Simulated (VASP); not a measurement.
Here is a VASP 6.6.1 calculation.

File INCAR:

```
PREC = Accurate
ENCUT = 600
EDIFF = 1E-7
ISMEAR = 1
SIGMA = 0.1
LREAL = False
LASPH = True
NELM = 80
ALGO = Normal
ISIF = 2
LWAVE = False
LCHARG = False
METAGGA = R2SCAN
LMIXTAU = True
IBRION = 2
NSW = 40
EDIFFG = -0.01
```

KPOINTS

```
regular mesh
0
Gamma
  18 18 18
```

The input POSCAR:

```
Cu                                      
1.0
   -0.0000000000      1.8261524579      1.8261524579
    1.8261524579      0.0000000000      1.8261524579
    1.8261524579      1.8261524579     -0.0000000000
  Cu            
     1
Direct
     0.0000000000000000    0.0000000000000000    0.0000000000000000
```

Potentials or basis: VASP PAW PBE potentials, release 64 (Cu).

Command:

```bash
$ cat potpaw_PBE.64/Cu/POTCAR > POTCAR
$ mpirun -np 1 vasp_std > vasp.out
```

(1) Predict the band gap on the k mesh.

Results:

(1) none (metal or under the smearing width).

Caveat: the relaxation stopped at its first step, so nothing moved.
